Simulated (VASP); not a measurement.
Here is the system:

```xyz
1
Lattice="0.0000 1.9856 1.9856 1.9856 0.0000 1.9856 1.9856 1.9856 0.0000" Properties=species:S:1:pos:R:3 pbc="T T T"
Ag     0.0000     0.0000     0.0000
```

The numbers are results of revTPSS meta-GGA, VASP's PBE PAW potentials (set 64) (plane waves; VASP), not measurements. Run with 520 eV cut-off, 15×15×15 Γ-centred mesh, first-order Methfessel-Paxton smearing of 0.10 eV, potentials Ag.

Problem. Give the stress tensor in GPa (positive for a compressed cell).

Solution. 
```
8.82  0.00  0.00
0.00  8.82  0.00
0.00  0.00  8.82
```
The pressure is its mean diagonal, 8.82 GPa.

The compound is Ag in the fcc structure. This cell is one point of a volume scan, at 0.94 of the reference volume.
